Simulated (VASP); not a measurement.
Given:

```yaml
crystal:
  lattice:
    - [0.00000, 3.12498, 3.12498]
    - [3.12498, 0.00000, 3.12498]
    - [3.12498, 3.12498, 0.00000]
  atoms:
    - { symbol: Mg, position: [0.25000, 0.25000, 0.25000] }
    - { symbol: Mg, position: [0.75000, 0.75000, 0.75000] }
    - { symbol: Si, position: [0.00000, 0.00000, 0.00000] }
```

All values below come from LDA (Ceperley-Alder, Perdew-Zunger), VASP's LDA PAW potentials (set 64) (plane waves; VASP). Numerical set-up: 520 eV cut-off, 7×7×7 Γ-centred mesh, Gaussian smearing of 0.050 eV, potentials Mg Si.

Q: What does the run give for the energy per atom (σ→0)?

A: 
```json
{
 "energy per atom (σ→0)": "-3375 meV/atom"
}
```

The compound is Mg2Si in the antifluorite structure. It was relaxed first. The start is the result of an earlier pass.
